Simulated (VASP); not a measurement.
VASP input:

File KPOINTS:
```
Regular mesh
0
Gamma
  6 6 6
0 0 0
```

POSCAR:
```
Mg2Si
1
   -0.0000000000     3.1797975136     3.1797975136
    3.1797975136    -0.0000000000     3.1797975136
    3.1797975136     3.1797975136     0.0000000000
Mg Si
2 1
Direct
  0.2500000000   0.2500000000   0.2500000000
  0.7500000000   0.7500000000   0.7500000000
  1.0000000000   0.0000000000   0.0000000000
```

INCAR:
```
SYSTEM = Mg2Si
PREC = Accurate; ENCUT = 520; LREAL = .FALSE.
LASPH = .TRUE.
EDIFF = 1E-6; NELM = 100; ALGO = Normal
ISMEAR = 0; SIGMA = 0.05
GGA = PE
LWAVE = .FALSE.; LCHARG = .TRUE.
```

POTCAR, in this order: Mg Si (PBE.64 set). Program: vasp_std.

### Question
Translate this PBE calculation to Ansatz.

### Answer
One equivalent input (not run):
Ansatz 0.2 input:
```yaml
crystal:
  lattice:
    - [0.0000000, 3.1797975, 3.1797975]
    - [3.1797975, 0.0000000, 3.1797975]
    - [3.1797975, 3.1797975, 0.0000000]
  atoms:
    - { symbol: Mg, position: [0.2500000, 0.2500000, 0.2500000] }
    - { symbol: Mg, position: [0.7500000, 0.7500000, 0.7500000] }
    - { symbol: Si, position: [1.0000000, 0.0000000, 0.0000000] }
kpoints:
  mp_grid: { grid: [6, 6, 6] }
hamiltonian:
  xc: pbe
  pseudopotentials: { kind: paw }
scf:
  occupations: { method: gaussian, width: 0.05 }
  max_iter: 100
output: { forces: true, stress: true, eigenvalues: true }
```
The two are equivalent in intent, not identical: each code has its own PAW files, so the cut-off isn't converted (ENCUT is set for VASP's; basis.ecutwfc is left out, and Ansatz then takes the one that its files recommend); Ansatz stops its SCF on the density residual and VASP on the energy change (EDIFF).

The compound is Mg2Si in the antifluorite structure. It was relaxed first.
